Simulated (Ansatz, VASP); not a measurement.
**HgC2S2N2 in two plane-wave programs**

Wanted: the spread between two codes on one cell, functional and k mesh. The cell is taken from a series of runs on this material, whose earlier steps may have relaxed, scaled, displaced or heated it; both programs get it as it stands.

Calculated with Ansatz 0.2.0; plane waves, with VASP 6.6.1 beside it; dielectric response at PBE.

## 1. The starting structure

Symmetry: C2/m, No. 12, monoclinic system. The conventional cell has a = 10.878 Å, b = 4.042 Å, c = 6.435 Å, α = 90.00°, β = 95.28°, γ = 90.00°. Nearest to Hg lie 2 S at 2.43 Å. Nearest to C lie 1 N at 1.18 Å and 1 S at 1.66 Å. S has 1 C at 1.66 Å and 1 Hg at 2.43 Å nearest. N has 1 C at 1.18 Å nearest. Farther neighbours and most contacts between anions are not listed.

## 2. Ansatz: dielectric response, PBE

Ansatz runs on its PAW soft_1 files.

The response to a field tests empty states and converges slowly with the mesh.

input.yaml reads:

```yaml
crystal:
  lattice:
    - [5.439, -2.021, 0.0]
    - [5.439, 2.021, 0.0]
    - [-0.5921680587, 0.0, 6.4076955288]
  atoms:
    - { symbol: Hg, position: [0.0, 0.0, 0.0] }
    - { symbol: C, position: [0.2661513025, 0.2661513025, 0.2233405963] }
    - { symbol: C, position: [0.7338486975, 0.7338486975, 0.7766594037] }
    - { symbol: S, position: [0.1320101513, 0.1320101513, 0.3259806969] }
    - { symbol: S, position: [0.8679898487, 0.8679898487, 0.6740193031] }
    - { symbol: "N", position: [0.3633996325, 0.3633996325, 0.1569129335] }
    - { symbol: "N", position: [0.6366003675, 0.6366003675, 0.8430870665] }
kpoints:
  mp_grid: { grid: [6, 6, 4] }
hamiltonian:
  xc: pbe
  pseudopotentials: { kind: paw, azcp: { folder: soft_1 } }
scf:
  occupations: { method: fixed }
dielectric: {}
```

The run is started by

```
$ ansatz run input.yaml --threads 3 --pin off --max-ram 92160MiB --backend cuda --events-out ev --progress --plain --runs-dir out --devices 1 --max-vram 13GiB
```

Numbers of over 12 decimals in the logs are rounded to 6 here.

What it wrote:

```text
GPUs: using 1 of 1 available (devices: 1).
Engine: ansatz 0.2.0, x86_64-unknown-linux-gnu
Pseudopotentials: kind: paw
Pseudopotential: Hg, paw, valence charge 20, recommended cutoff 420 eV (normal), soft_1/Hg.paw.azcp
Pseudopotential: C, paw, valence charge 4, recommended cutoff 420 eV (normal), soft_1/C.paw.azcp
Pseudopotential: S, paw, valence charge 6, recommended cutoff 420 eV (normal), soft_1/S.paw.azcp
Pseudopotential: N, paw, valence charge 5, recommended cutoff 420 eV (normal), soft_1/N.paw.azcp
Functional definition: PBE
  parameter kappa = 0.804
  parameter beta = 0.066725
  exchange = pbe_x(kappa = kappa, mu = beta*pi^2/3)
  correlation = pbe_c(beta = beta)
device memory: the entry about to start is reckoned to put 2.4 GiB on a device that reports 65.3 GiB free (of which the cap on the GPU budget leaves the run 13.0 GiB)
GPU FFT provider: cuFFT
GPU libraries: cuBLAS 13.8.2, cuFFT 12.4.0, cuSOLVER 12.3.4
Crystal: 7 atoms, lattice volume = 140.870 Å³
Basis set: ecut = 420 eV, 2761 PW (Γ), exchange–correlation on 80×80×90 points (8 copies of the dense FFT grid, shifted against one another)
Bands: 32, of which v1, the nominal top of the filled ones, is band 25 counted from 1 (24 counted from 0)
Symmetry: 4 space group operations
k-points: 76 of 144 (irreducible under 1 space group operation, time reversal used)
Non-local potential: Hg, projectors of the file, l = 0: 3, l = 1: 2, l = 2: 2, l = 3: 1
Non-local potential: C, projectors of the file, l = 0: 2, l = 1: 2, l = 2: 1
Non-local potential: S, projectors of the file, l = 0: 2, l = 1: 2, l = 2: 1
Non-local potential: N, projectors of the file, l = 0: 2, l = 1: 2, l = 2: 1
PAW form: soft (Blöchl's): semilocal exchange-correlation on the pseudo side does not see the compensation charge
PAW one-centre angular grid: Hg, 590 points (default); XC on 64 Gauss nodes
PAW one-centre angular grid: C, 110 points (default); XC on 64 Gauss nodes
PAW one-centre angular grid: S, 110 points (default); XC on 64 Gauss nodes
PAW one-centre angular grid: N, 110 points (default); XC on 64 Gauss nodes
Initial density: superposition of atomic densities (chi_scale 0.1, normalization cell, long waves kept (reshape's long-wave potential 0.21 eV rms))
Initial wavefunctions: pseudopotential atomic-orbital guess
GPU buffer pool allocated for 72000 grid points (all kernels)
GPU transforms: local potential and band sums: pruned to the plane-wave sphere, on 40×40×45
Functional: x = pbe(κ = 0.804, μ = 0.219515), c = pbe(β = 0.066725)
SCF iter   1: F=—  HF=-16889.567582 eV  |F-HF|=—  |Δ(HF+E_count)|=         —  Δρ=7.43e-2  dr2=7.16e0  ethr=3.10e-3  ⟨swp⟩=5.0  Hψ=10087  notcnv=0  defer=301
preconditioner: auto → Resta (q_TF=auto, 2.296 Å⁻¹)  ε∞=4.0  [insulator: Δε(μ)=2.066 eV  Ē_g=11.703 eV  n_scr=24 (ndim 8)  ℏωp=20.3 eV  f_vac=0.054  ε∞_Penn≈4.0]
SCF iter   2: F=—  HF=-16887.648840 eV  |F-HF|=—  |Δ(HF+E_count)|=    1.92e0  Δρ=3.59e-2  dr2=1.13e0  ethr=3.10e-3  ⟨swp⟩=3.0  Hψ=5283  notcnv=0  defer=311
SCF iter   3: F=—  HF=-16887.386770 eV  |F-HF|=—  |Δ(HF+E_count)|=   2.62e-1  Δρ=1.50e-2  dr2=3.68e-1  ethr=2.27e-3  ⟨swp⟩=2.0  Hψ=4762  notcnv=0  defer=351
SCF iter   4: F=—  HF=-16887.316731 eV  |F-HF|=—  |Δ(HF+E_count)|=   7.00e-2  Δρ=4.88e-3  dr2=2.88e-2  ethr=7.36e-4  ⟨swp⟩=2.0  Hψ=4049  notcnv=0  defer=380
SCF iter   5: F=—  HF=-16887.318129 eV  |F-HF|=—  |Δ(HF+E_count)|=   1.40e-3  Δρ=1.28e-3  dr2=3.43e-3  ethr=5.76e-5  ⟨swp⟩=2.5  Hψ=3901  notcnv=0  defer=380
SCF iter   6: F=—  HF=-16887.320727 eV  |F-HF|=—  |Δ(HF+E_count)|=   2.60e-3  Δρ=3.23e-4  dr2=1.80e-4  ethr=6.87e-6  ⟨swp⟩=2.0  Hψ=3622  notcnv=0  defer=380
SCF iter   7: F=—  HF=-16887.320910 eV  |F-HF|=—  |Δ(HF+E_count)|=   1.83e-4  Δρ=6.58e-5  dr2=8.14e-6  ethr=3.61e-7  ⟨swp⟩=2.0  Hψ=3983  notcnv=0  defer=377
SCF iter   8: F=—  HF=-16887.321083 eV  |F-HF|=—  |Δ(HF+E_count)|=   1.73e-4  Δρ=1.69e-5  dr2=5.94e-7  ethr=1.63e-8  ⟨swp⟩=2.0  Hψ=3718  notcnv=0  defer=235
SCF iter   9: F=—  HF=-16887.321084 eV  |F-HF|=—  |Δ(HF+E_count)|=   1.32e-6  Δρ=4.24e-6  dr2=3.08e-8  ethr=1.19e-9  ⟨swp⟩=2.0  Hψ=3725  notcnv=0  defer=247
SCF iter  10: F=—  HF=-16887.321084 eV  |F-HF|=—  |Δ(HF+E_count)|=   3.71e-8  Δρ=2.42e-6  dr2=8.85e-9  ethr=6.17e-11  ⟨swp⟩=2.0  Hψ=4133  notcnv=0  defer=249
SCF iter  11: F=—  HF=-16887.321084 eV  |F-HF|=—  |Δ(HF+E_count)|=  3.38e-10  Δρ=5.05e-7  dr2=4.28e-10  ethr=1.77e-11  ⟨swp⟩=2.0  Hψ=4117  notcnv=0  defer=248
SCF iter  12: F=—  HF=-16887.321084 eV  |F-HF|=—  |Δ(HF+E_count)|=   1.09e-9  Δρ=2.70e-7  dr2=1.27e-10  ethr=1.00e-12  ⟨swp⟩=11.8  Hψ=10858  notcnv=0
SCF iter  13: F=-16887.321084 eV  HF=-16887.321084 eV  |F-HF|=3.64e-12  |Δ(HF+E_count)|=  1.67e-10  Δρ=1.13e-7  dr2=2.32e-11  ethr=1.00e-12  ⟨swp⟩=2.6  Hψ=4686  notcnv=0
SCF 1 converged in 13 iterations: F = -16887.321084 eV  dr2 = 2.32e-11
  greatest PAW one-centre occupation: 1.000 electrons in one spin orbital (limit 2), on the Hg atom at site 0 (counted from 0), in its partial waves of l = 0
the response reads at least the filled bands of the reference SCF and the lowest empty band at each k-point, and that SCF's band table does not vouch for those bands. The notice of the band table in this run's record says why
device memory: the entry about to start is reckoned to put 0.6 GiB on a device that reports 60.9 GiB free (of which the cap on the GPU budget leaves the run 12.9 GiB)
NSCF: frozen V_eff on 1 k-points
device memory: the entry about to start is reckoned to put 0.6 GiB on a device that reports 61.0 GiB free (of which the cap on the GPU budget leaves the run 12.9 GiB)
NSCF: frozen V_eff on 1 k-points
device memory: the entry about to start is reckoned to put 0.6 GiB on a device that reports 61.0 GiB free (of which the cap on the GPU budget leaves the run 12.9 GiB)
NSCF: frozen V_eff on 1 k-points
device memory: the entry about to start is reckoned to put 0.1 GiB (of the 0.2 GiB reckoned in all, the device holds 0.1 GiB already) on a device that reports 61.0 GiB free (of which the cap on the GPU budget leaves the run 12.9 GiB)
device memory: the entry about to start is reckoned to put 2.3 GiB (of the 2.4 GiB reckoned in all, the device holds 0.1 GiB already) on a device that reports 60.9 GiB free (of which the cap on the GPU budget leaves the run 12.9 GiB)
DFPT response loops at Γ: preconditioner auto → Resta (q_TF=auto, 2.296 Å⁻¹)  ε∞=5.2 (no band partly filled); β = 1.00, the filter's whole step (`scf.mixing.beta` (0.50) is not read by the response loops at its default; to damp them type it under 1.00, their step now; it binds the ground state too); Broyden in place of MSR1
── the response to a field inside a basis, on 6×6×4 k-points: an SCF that follows is theirs, and a resumed run solves both again ──
device memory: the entry about to start is reckoned to put 0.4 GiB on a device that reports 75.3 GiB free (of which the cap on the GPU budget leaves the run 12.9 GiB)
GPU FFT provider: cuFFT
GPU libraries: cuBLAS 13.8.2, cuFFT 12.4.0, cuSOLVER 12.3.4
Bands: 26, of which v1, the nominal top of the filled ones, is band 25 counted from 1 (24 counted from 0)
k-points: 42 of 144
Initial density: handed on by an earlier stage of this run
Initial wavefunctions: pseudopotential atomic-orbital guess (no wavefunctions were taken with the density)
GPU buffer pool allocated for 72000 grid points (all kernels)
GPU transforms: band sums: pruned to the plane-wave sphere, on 40×40×45
Eigensolver: Dense (42 Hₖ)
SCF iter   1: F=—  HF=-16887.298209 eV  |F-HF|=—  |Δ(HF+E_count)|=         —  Δρ=1.79e-4  dr2=8.16e-6  ethr=1.00e-1
preconditioner: auto → Resta (q_TF=auto, 2.296 Å⁻¹)  ε∞=6.1  [insulator: Δε(μ)=2.308 eV  Ē_g=8.969 eV  n_scr=24 (ndim 8)  ℏωp=20.3 eV  f_vac=0.118  ε∞_Penn≈6.1]
SCF iter   2: F=—  HF=-16887.298220 eV  |F-HF|=—  |Δ(HF+E_count)|=   1.12e-5  Δρ=9.37e-5  dr2=2.35e-6  ethr=1.63e-8
SCF iter   3: F=—  HF=-16887.298225 eV  |F-HF|=—  |Δ(HF+E_count)|=   4.87e-6  Δρ=2.03e-5  dr2=4.82e-7  ethr=4.69e-9
SCF iter   4: F=-16887.298225 eV  HF=-16887.298225 eV  |F-HF|=9.14e-9  |Δ(HF+E_count)|=   1.90e-8  Δρ=4.42e-6  dr2=3.15e-8  ethr=9.64e-10
SCF 1 converged in 4 iterations: F = -16887.298225 eV  dr2 = 3.15e-8
device memory: the entry about to start is reckoned to put 0.1 GiB (of the 0.2 GiB reckoned in all, the device holds 0.1 GiB already) on a device that reports 76.3 GiB free (of which the cap on the GPU budget leaves the run 12.8 GiB)
device memory: the entry about to start is reckoned to put 2.5 GiB on a device that reports 75.0 GiB free (of which the cap on the GPU budget leaves the run 12.7 GiB)
DFPT response loops at Γ: preconditioner auto → Resta (q_TF=auto, 2.296 Å⁻¹)  ε∞=5.1 (no band partly filled); β = 1.00, the filter's whole step (`scf.mixing.beta` (0.50) is not read by the response loops at its default; to damp them type it under 1.00, their step now; it binds the ground state too); Broyden in place of MSR1
SCF converged after 13 iterations
Free energy (F): -16887.321084 eV
Harris-Foulkes:  -16887.321084 eV  (|F-HF|=3.64e-12)
Internal energy: -16887.321084 eV  (E = F + TS)
E sigma→0 (E₀):  -16887.321084 eV
Fermi energy:    3.100458 eV
--- Per-component energies (eV) ---
  E_band       = -707.307796
  E_kinetic    = 1205.379161
  E_local      = -5537.292548  (includes V_loc(G=0)·N_el)
  E_nonlocal   = 274.753335
  E_hartree    = 2274.978811
  E_xc         = -592.439510
  E_vxc        = -669.261257  (∫ρ·V_xc dr)
  E_paw        = -11630.681964  (= ΣΔE_a)
  E_vpaw       = -530.846373  (= ΣTr[D̂ρ^β])
  E_aug_tail   = 0.002217  (compensation charges beyond the density's cutoff)
  E_ewald      = -2882.020586
  E_smearing   = -0.000000  (= −TS)
  E_closure    = 0.000000  (closes the sum)
  Σ components = -16887.321084   (vs F -16887.321084, Δ=0.00e0)
--- Band table (eV; the first three rows and the last of 76) ---
  k-point 0: bands = [... 21 lower, 1.2391, 2.1136, 2.3348, 2.9712, 5.3104, 7.2753, 7.5184, 8.3312, ... 3 higher]
  k-point 1: bands = [... 21 lower, 1.3583, 2.0809, 2.3318, 2.9776, 5.7054, 7.4618, 7.5710, 8.4277, ... 3 higher]
  k-point 2: bands = [... 21 lower, 1.4888, 2.0298, 2.3297, 2.9830, 6.1424, 7.4467, 7.9497, 8.5685, ... 3 higher]
  k-point 75: bands = [... 21 lower, 1.8115, 1.9040, 2.9633, 2.9819, 5.9601, 7.7101, 7.8329, 8.2045, ... 3 higher]
--- Dielectric response (ions clamped): 3 representative field directions + reference, inside a basis on a mesh of 144 k-points (Σ response iterations 21) ---
  ε∞ (high-frequency dielectric tensor):
        5.430404     0.000000     0.194435
        0.000000     2.752765     0.000000
        0.194435     0.000000     3.459487
  Born effective charges Z* (e; rows j = field, columns β = displacement):
    site 0:
         2.81609   -0.00000    0.28052
         0.00000    1.90338    0.00000
         0.15195    0.00000    1.55996
    site 1:
         2.07410   -0.00000   -0.95830
        -0.00000   -0.05374    0.00000
        -0.25411    0.00000    0.06195
    site 2:
         2.07410   -0.00000   -0.95830
        -0.00000   -0.05374    0.00000
        -0.25411    0.00000    0.06195
    site 3:
        -1.39510    0.00000    0.10261
        -0.00000    0.00401   -0.00000
        -0.03388   -0.00000   -0.25934
    site 4:
        -1.39510    0.00000    0.10261
        -0.00000    0.00401   -0.00000
        -0.03388   -0.00000   -0.25934
    site 5:
        -2.08704    0.00000    0.71543
         0.00000   -0.90197   -0.00000
         0.21202   -0.00000   -0.58259
    site 6:
        -2.08704    0.00000    0.71543
         0.00000   -0.90197   -0.00000
         0.21202   -0.00000   -0.58259
  Z* charge neutrality: 5.143e-3 e pre-enforcement
  solved inside a basis spanned on kpoints, on 6×6×4 k-points, its susceptibility summed on 10×10×6: ε∞ is read to err by 1.6e-2, Z* by 2.3e-2 e (field_mesh: kpoints solves on kpoints); Z* is corrected for what the basis lacks
```

Reading the cycles: dr2 is the Hartree energy of the density residual (eV), the measure of convergence; HF is the Harris–Foulkes estimate of the energy, which meets the free energy F at convergence.

(Part 1 of 2 ends here.)

[Lines on the potential files, build, host, timing and source positions are cut from VASP's logs without a mark.]

[Logs are printed without paths, hosts, clocks, repeated set-up lines and the standing remarks that a program may print on its own settings, such as how far it seeks lower states.]

[Hosts, paths, dates, database ids (printed as entryN), source tags and the programs' standing remarks are cut or masked in the printed files.]
